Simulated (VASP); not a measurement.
# Li3Dy (P6_3/mmc) in VASP: a series of runs

The runs below take Li3Dy through single point, with PBE.

All numbers are computed with VASP 6.6.1; they aren't measurements. Logs are shortened: lines on timing, memory, paths and dates and some standing lists are left out, and cuts for length are marked.

## Step 1: The structure

The structure is hexagonal, space group P6_3/mmc (No. 194). Conventional cell: a = 6.517 Å, b = 6.517 Å, c = 5.095 Å, α = 90.00°, β = 90.00°, γ = 120.00°. Dy (site symmetry -6m2) has 12 Li at 3.26 to 3.27 Å as nearest neighbours. Li (site symmetry mm2) is surrounded by 6 Li at 2.95 to 3.07 Å and 4 Dy at 3.26 to 3.27 Å.

The cell comes from a database or a generator and needn't be the stable form of this composition.

## Step 2: Single point, PBE, collinear spin, ferromagnetic start

INCAR reads:

```
  PREC = Accurate
  ENCUT = 600
  EDIFF = 1E-6
  ISMEAR = 0
  SIGMA = 0.1
  LREAL = False
  LASPH = True
  NELM = 150
  ALGO = Normal
  ISIF = 2
  LWAVE = False
  LCHARG = False
  ISPIN = 2
  MAGMOM = 5 5 0 0 0 0 0 0
  LORBIT = 11
  LMAXMIX = 6
  GGA = PE
  NBANDS = 32
```

KPOINTS reads:

```
regular mesh
0
Gamma
  5 5 5
```

POSCAR reads:

```
Li3Dy
6.5169
    0.999999095413      0.000000000000      0.000000000000
   -0.499999547699      0.866024620387      0.000000000000
    0.000000000000      0.000000000000      0.781749144532
Dy Li
2 6
Direct
    0.3333333333      0.6666666667      0.7500000000
    0.6666666667      0.3333333333      0.2500000000
    0.1510125050      0.3020250100      0.2500000000
    0.1510125050      0.8489874950      0.2500000000
    0.6979749900      0.8489874950      0.2500000000
    0.8489874950      0.6979749900      0.7500000000
    0.8489874950      0.1510125050      0.7500000000
    0.3020250100      0.1510125050      0.7500000000
```

Potentials or basis: VASP PAW PBE potentials, release 64 (Dy_3, Li_sv), 4f in core.

Started as:

```bash
$ cat potpaw_PBE.64/Dy_3/POTCAR potpaw_PBE.64/Li_sv/POTCAR > POTCAR
$ mpirun -np 1 vasp_std > vasp.out
```

OUTCAR:

```text
PREC = Accurate
   ENCUT = 600
   EDIFF = 1E-6
   ISMEAR = 0
   LREAL = False
   LASPH = True
   NELM = 150
   ISIF = 2
   ISPIN = 2
   LORBIT = 11
   GGA = PE

 ion  position               nearest neighbor table
   1  0.333  0.667  0.750-
   2  0.667  0.333  0.250-
   3  0.151  0.302  0.250-
   4  0.151  0.849  0.250-
   5  0.698  0.849  0.250-
   6  0.849  0.698  0.750-
   7  0.849  0.151  0.750-
   8  0.302  0.151  0.750-

  LATTYP: Found a hexagonal cell.
 ALAT       =     6.5168941049
 C/A-ratio  =     0.7817498517

  Lattice vectors:

 A1 = (   6.5168941049,   0.0000000000,   0.0000000000)
 A2 = (  -3.2584470524,   5.6437958486,   0.0000000000)
 A3 = (   0.0000000000,   0.0000000000,   5.0945810000)

Analysis of symmetry for initial positions (statically):
=====================================================================
 Subroutine PRICEL returns:
 Original cell was already a primitive cell.

 Routine SETGRP: Setting up the symmetry group for a
 hexagonal supercell.

 Subroutine GETGRP returns: Found 24 space group operations
 (whereof 12 operations were pure point group operations)
 out of a pool of 24 trial point group operations.

The static configuration has the point symmetry D_3d.
 The point group associated with its full space group is D_6h.

Analysis of symmetry for dynamics (positions and initial velocities):
=====================================================================
 Subroutine PRICEL returns:
 Original cell was already a primitive cell.

 Routine SETGRP: Setting up the symmetry group for a
 hexagonal supercell.

 Subroutine GETGRP returns: Found 24 space group operations
 (whereof 12 operations were pure point group operations)
 out of a pool of 24 trial point group operations.

The dynamic configuration has the point symmetry D_3d.
 The point group associated with its full space group is D_6h.

Analysis of structural, dynamic, and magnetic symmetry:
=====================================================================
 Subroutine PRICEL returns:
 Original cell was already a primitive cell.

 Routine SETGRP: Setting up the symmetry group for a
 hexagonal supercell.

 Subroutine GETGRP returns: Found 24 space group operations
 (whereof 12 operations were pure point group operations)
 out of a pool of 24 trial point group operations.

The overall configuration has the point symmetry D_3d.
 The point group associated with its full space group is D_6h.

 Subroutine INISYM returns: Found 24 space group operations
 (whereof 12 operations are pure point group operations),
 and found     1 'primitive' translations

----------------------------------------------------------------------------------------

                                     Primitive cell

  volume of cell :     187.3788

  direct lattice vectors                    reciprocal lattice vectors
     6.516894105  0.000000000  0.000000000     0.153447330  0.088592857  0.000000000
    -3.258447052  5.643795849  0.000000000     0.000000000  0.177185715  0.000000000
     0.000000000  0.000000000  5.094581000     0.000000000  0.000000000  0.196286996

  length of vectors
     6.516894105  6.516894105  5.094581000     0.177185715  0.177185715  0.196286996

  position of ions in fractional coordinates (direct lattice)
     0.333333333  0.666666667  0.750000000
     0.666666667  0.333333333  0.250000000
     0.151012505  0.302025010  0.250000000
     0.151012505  0.848987495  0.250000000
     0.697974990  0.848987495  0.250000000
     0.848987495  0.697974990  0.750000000
     0.848987495  0.151012505  0.750000000
     0.302025010  0.151012505  0.750000000

  ion indices of the primitive-cell ions
   primitive index   ion index
                 1           1
                 2           2
                 3           3
                 4           4
                 5           5
                 6           6
[... 46 lines left out ...]
   k-points           NKPTS =     15   k-points in BZ     NKDIM =     15   number of bands    NBANDS=     32
   number of dos      NEDOS =    301   number of ions     NIONS =      8
   total plane-waves  NPLWV = 122472
   dimension x,y,z NGX =    54 NGY =   54 NGZ =   42
   dimension x,y,z NGXF=   108 NGYF=  108 NGZF=   84
   ions per type =               2   6
   NGX,Y,Z   is equivalent  to a cutoff of  13.78, 13.78, 13.71 a.u.
   NGXF,Y,Z  is equivalent  to a cutoff of  27.55, 27.55, 27.41 a.u.
 SYSTEM =  unknown system
   PREC   = accura    normal or accurate (medium, high low for compatibility)
   ISTART =      0    job   : 0-new  1-cont  2-samecut
   ICHARG =      2    charge: 1-file 2-atom 10-const
   ISPIN  =      2    spin polarized calculation?
   LNONCOLLINEAR =      F non collinear calculations
   LSORBIT =      F    spin-orbit coupling
   LASPH  =      T    aspherical Exc in radial PAW
   ENCUT  =  600.0 eV  44.10 Ry    6.64 a.u.  13.02 13.02 10.18*2*pi/ulx,y,z
   NELM   =    150;   NELMIN=  2; NELMDL= -5     # of ELM steps
   EDIFF  = 0.1E-05   stopping-criterion for ELM
   LREAL  =      F    real-space projection
   EDIFFG = 0.1E-04   stopping-criterion for IOM
   NSW    =      0    number of steps for IOM
   IBRION =     -1    ionic relax: 0-MD 1-quasi-New 2-CG
   NFREE  =      0    steps in history (QN), initial steepest desc. (CG)
   ISIF   =      2    stress and relaxation
   ISYM   =      2    0-nonsym 1-usesym 2-fastsym
   POTIM  = 0.5000    time-step for ionic-motion
   TEBEG  =    0.0;   TEEND  =   0.0 temperature during run
   PSTRESS=    0.0 pullay stress
   NELECT =      36.0000    total number of electrons
   NUPDOWN=      -1.0000    fix difference up-down
   EMIN   =  10.00;   EMAX   =-10.00  energy-range for DOS
   EFERMI =   0.00;   METHOD = LEGACY
   ISMEAR =     0;   SIGMA  =   0.10  broadening in eV -4-tet -1-fermi 0-gaus
   EFERMI_NEDOS =   21; number of points for ismear=-14 and -15
   IALGO  =     38    algorithm
   IMIX   =      4    mixing-type and parameters
     AMIX     =   0.40;   BMIX     =  1.00
     AMIX_MAG =   1.60;   BMIX_MAG =  1.00
  volume/ion in A,a.u.               =      23.42       158.06
  Fermi-wavevector in a.u.,A,eV,Ry     =   0.944645  1.785121 12.141228  0.892355
  Thomas-Fermi vector in A             =   2.072470
   LORBIT       =     11    0 simple, 1 ext, 2 COOP (PROOUT), +10 PAW based schemes
   GGA     = PE    functional components
   LHFCALC =     F    Hartree Fock is set to
   AEXX    =    0.0000 exact exchange contribution
   IVDW    =     0    specifies the selected vdW correction
   LEPSILON=     F    determine dielectric tensor
   LRPA    =     F    only Hartree local field effects (RPA)
 spin polarized calculation
 Gauss-broadening in eV      SIGMA  =   0.10
  energy-cutoff  :      600.00
  volume of cell :      187.38
 maximum number of plane-waves:      6284
 NGX is ok and might be reduce to    54
   NGX = 27   NGY = 27   NGZ = 21

 number of electron      36.0000000 magnetization      10.0000000

 number of electron      35.9999995 magnetization       0.5008035

 Free energy of the ion-electron system (eV)
  ---------------------------------------------------
  ext. energy  EPLUGINS =         0.00000000
  ---------------------------------------------------
  free energy    TOTEN  =       -18.86715828 eV

  energy without entropy =      -18.82357273  energy(sigma->0) =      -18.84536551

 E-fermi :   1.4020     XC(G=0):  -8.0289

 val. band max:        1.3948425829   @ k =   0.2000   0.2000   0.2000
 cond. band min:       1.4153068446   @ k =   0.4000   0.2000   0.2000
 fundamental gap:      0.0204642617
 Fermi energy:         1.4019797451

 spin component 1

 k-point     1 :       0.0000    0.0000    0.0000
  band No.  band energies     occupation
      1     -44.6199      1.00000
      2     -44.6091      1.00000
      3     -44.6091      1.00000
      4     -44.6075      1.00000
      5     -44.6031      1.00000
      6     -44.6031      1.00000
[... 484 lines left out ...]
     29       5.3166      0.00000
     30       5.6614      0.00000
 Fermi energy:         1.4019797451

 spin component 2

 k-point     1 :       0.0000    0.0000    0.0000
  band No.  band energies     occupation
      1     -44.6151      1.00000
      2     -44.6042      1.00000
      3     -44.6042      1.00000
      4     -44.6027      1.00000
      5     -44.5983      1.00000
      6     -44.5983      1.00000
[... 484 lines left out ...]
     29       5.3807      0.00000
     30       5.7235      0.00000
 [bands above 30 left out]

------------------------ aborting loop because EDIFF is reached ----------------------------------------

  FORCE on cell =-STRESS in cart. coord.  units (eV):
  Direction    XX          YY          ZZ          XY          YZ          ZX
  --------------------------------------------------------------------------------------
  -------------------------------------------------------------------------------------
  Total       -0.0276730     -0.0276730     -0.4709486     -0.0000000     -0.0000000      0.0000000
  in kB       -0.2366176     -0.2366176     -4.0268334     -0.0000000     -0.0000000      0.0000000
  external PRESSURE =      -1.5000229 kB  Pullay stress =       0.0000000 kB

 VOLUME and BASIS-vectors are now :
 -----------------------------------------------------------------------------
  energy-cutoff  :      600.00
  volume of cell :      187.38
      direct lattice vectors                 reciprocal lattice vectors
     6.516894105  0.000000000  0.000000000     0.153447330  0.088592857  0.000000000
    -3.258447052  5.643795849  0.000000000     0.000000000  0.177185715  0.000000000
     0.000000000  0.000000000  5.094581000     0.000000000  0.000000000  0.196286996

 POSITION                                       TOTAL-FORCE (eV/Angst)
 -----------------------------------------------------------------------------------
     -0.00000      3.76253      3.82094         0.000000      0.000000      0.000000
      3.25845      1.88127      1.27365         0.000000     -0.000000      0.000000
      0.00000      1.70457      1.27365         0.000000      0.037729     -0.000000
     -1.78225      4.79151      1.27365         0.032675     -0.018865      0.000000
      1.78225      4.79151      1.27365        -0.032675     -0.018865      0.000000
      3.25845      3.93923      3.82094        -0.000000     -0.037729      0.000000
      5.04070      0.85228      3.82094        -0.032675      0.018865     -0.000000
      1.47620      0.85228      3.82094         0.032675      0.018865     -0.000000
 -----------------------------------------------------------------------------------
    total drift:                               -0.000000      0.000000     -0.000000

  FREE ENERGIE OF THE ION-ELECTRON SYSTEM (eV)
  ---------------------------------------------------
  free  energy   TOTEN  =       -18.8671582805 eV

  energy  without entropy=      -18.8235727332  energy(sigma->0) =      -18.84536551

 total charge

# of ion       s       p       d       tot
------------------------------------------
    1        0.382   6.363   0.821   7.565
    2        0.382   6.363   0.821   7.565
    3        2.042   0.047   0.000   2.089
    4        2.042   0.047   0.000   2.089
    5        2.042   0.047   0.000   2.089
    6        2.042   0.047   0.000   2.089
    7        2.042   0.047   0.000   2.089
    8        2.042   0.047   0.000   2.089
--------------------------------------------------
tot         13.014  13.007   1.642  27.663

 magnetization (x)

# of ion       s       p       d       tot
------------------------------------------
    1        0.001   0.025   0.080   0.106
    2        0.001   0.025   0.080   0.106
    3        0.001   0.002   0.000   0.002
    4        0.001   0.002   0.000   0.002
    5        0.001   0.002   0.000   0.002
    6        0.001   0.002   0.000   0.002
    7        0.001   0.002   0.000   0.002
    8        0.001   0.002   0.000   0.002
--------------------------------------------------
tot          0.005   0.061   0.160   0.226
```

Run time: 3.2 min. Hardware: 1 thread of Intel Xeon 6975P-C (Granite Rapids), shared host; peak memory 0.51 GiB.

Results:

| Quantity | Value |
| --- | --- |
| Free energy | -18.8672 eV |
| Pressure | -0.2 GPa |
| Largest force | 0.038 eV/Å |
| Band gap on the k mesh | none (metal or under the smearing width) |
| Net moment | 0.50 μB per cell |
| Site moments | Dy +0.11; Li +0.00 μB |
| Valence electrons inside the program's atomic spheres | Dy 7.57; Li 2.09 |

Forces on the atoms (eV/Å):
```
Dy   0.000  0.000  0.000
Dy   0.000  0.000  0.000
Li   0.000  0.038  0.000
Li   0.033 -0.019  0.000
Li  -0.033 -0.019  0.000
Li   0.000 -0.038  0.000
Li  -0.033  0.019  0.000
Li   0.033  0.019  0.000
```

Caveat: the cutoff is under 1.25 times the usual one of these potentials, so pressure, stress and relaxed cells hold a basis-set (Pulay) error; the magnetic or orbital state may not be the lowest; spin-orbit coupling is left out, which moves the levels of the heavy elements; the 4f electrons are frozen in the core as for a trivalent ion, so they carry no moment and show no levels. The state reached can hang on the start; a lower one may exist.

## Step 3: Single point, PBE, collinear spin, ferromagnetic start

run.py reads:

```python
from ase.calculators.vasp import Vasp
from ase.dft.bandgap import bandgap
from ase.io import read

atoms = read('Li3Dy.cif', primitive_cell=True, subtrans_included=False)
atoms.set_initial_magnetic_moments([5.0, 5.0, 0.0, 0.0, 0.0, 0.0, 0.0, 0.0])
calc = Vasp(
    directory='calc',
    xc='pbe',
    pp='PBE',
    setups={'base': 'minimal', 'Dy': '_3', 'Li': '_sv'},
    prec='Accurate',
    encut=600,
    ediff=1e-07,
    ismear=0,
    sigma=0.1,
    lreal=False,
    lasph=True,
    nelm=150,
    algo='Normal',
    isif=2,
    lwave=False,
    lcharg=False,
    ispin=2,
    lorbit=11,
    lmaxmix=6,
    kpts=[5, 5, 5],
    gamma=True,
    nbands=32,
)
atoms.calc = calc

print('energy (eV):', atoms.get_potential_energy())
print('free energy (eV):', atoms.get_potential_energy(force_consistent=True))
print('forces (eV/A):')
print(atoms.get_forces())
print('stress (eV/A^3, Voigt):', atoms.get_stress())
print('Fermi level (eV):', calc.get_fermi_level())
print('moment (muB):', atoms.get_magnetic_moment())
print('site moments (muB):', atoms.get_magnetic_moments())
gap, top, bottom = bandgap(calc)
print('band gap (eV):', gap, 'from (spin, k, band)', top, 'to', bottom)
```

Li3Dy.cif reads:

```cif
data_Li3Dy
_cell_length_a 6.51689410
_cell_length_b 6.51689410
_cell_length_c 5.09458100
_cell_angle_alpha 90.00000000
_cell_angle_beta 90.00000000
_cell_angle_gamma 120.00000000
_space_group_name_H-M_alt 'P6_3/mmc'
_space_group_name_Hall '-P 6c 2c'
_space_group_IT_number 194
loop_
_space_group_symop_operation_xyz
'x,y,z'
'-x,-y,-z'
'x-y,x,z+1/2'
'-x+y,-x,-z+1/2'
'-y,x-y,z'
'y,-x+y,-z'
'-x,-y,z+1/2'
'x,y,-z+1/2'
'-x+y,-x,z'
'x-y,x,-z'
'y,-x+y,z+1/2'
'-y,x-y,-z+1/2'
'-y,-x,-z+1/2'
'y,x,z+1/2'
'-x,-x+y,-z'
'x,x-y,z'
'-x+y,y,-z+1/2'
'x-y,-y,z+1/2'
'y,x,-z'
'-y,-x,z'
'x,x-y,-z+1/2'
'-x,-x+y,z+1/2'
'x-y,-y,-z'
'-x+y,y,z'
loop_
_atom_site_label
_atom_site_type_symbol
_atom_site_symmetry_multiplicity
_atom_site_Wyckoff_symbol
_atom_site_fract_x
_atom_site_fract_y
_atom_site_fract_z
_atom_site_occupancy
Dy1 Dy 2 d 0.3333333333 0.6666666667 0.7500000000 1
Li1 Li 6 h 0.1510125049 0.3020250099 0.2500000000 1
```

Potentials or basis: VASP PAW PBE potentials, release 64 (Dy_3, Li_sv), 4f in core.

Started as:

```bash
$ python run.py
```

It took 4.2 min on 1 thread of Intel Xeon 6975P-C (Granite Rapids), shared host; peak memory 0.51 GiB.

The run converged. Its results:

```yaml
Free_energy: -18.8672 eV
Pressure: -0.1 GPa
Largest_force: 0.038 eV/Å
Band_gap_on_the_k_mesh: none (metal or under the smearing width)
Net_moment: 0.49 μB per cell
Site_moments: Dy +0.10; Li +0.00 μB
Valence_electrons_inside_the_program's_atomic_spheres: Dy 7.57; Li 2.09
```

Forces on the atoms (eV/Å):
```
Dy   0.000  0.000  0.000
Dy   0.000  0.000  0.000
Li   0.000  0.038  0.000
Li   0.000 -0.038  0.000
Li  -0.033  0.019  0.000
Li   0.033 -0.019  0.000
Li  -0.033 -0.019  0.000
Li   0.033  0.019  0.000
```

Stress tensor (GPa, compression positive):
```
-0.02  0.00  0.00
 0.00 -0.02  0.00
 0.00  0.00 -0.40
```

Levels at points of the mesh, in eV from the Fermi level:
Spin up:
```
           k point  band 15  band 16  band 17  band 18  band 19  band 20  band 21  band 22
(0.00, 0.00, 0.00)    -0.67    -0.39    -0.39    -0.21    -0.21     0.36     0.84     0.84
```
Spin down:
```
           k point  band 14  band 15  band 16  band 17  band 18  band 19  band 20  band 21  band 22  band 23
(0.00, 0.00, 0.00)    -0.67    -0.62    -0.34    -0.34    -0.05    -0.05     0.41     0.94     0.94     1.29
```

Caveat: the cutoff is under 1.25 times the usual one of these potentials, so pressure, stress and relaxed cells hold a basis-set (Pulay) error; the magnetic or orbital state may not be the lowest; spin-orbit coupling is left out, which moves the levels of the heavy elements; the 4f electrons are frozen in the core as for a trivalent ion, so they carry no moment and show no levels. The state reached can hang on the start; a lower one may exist.
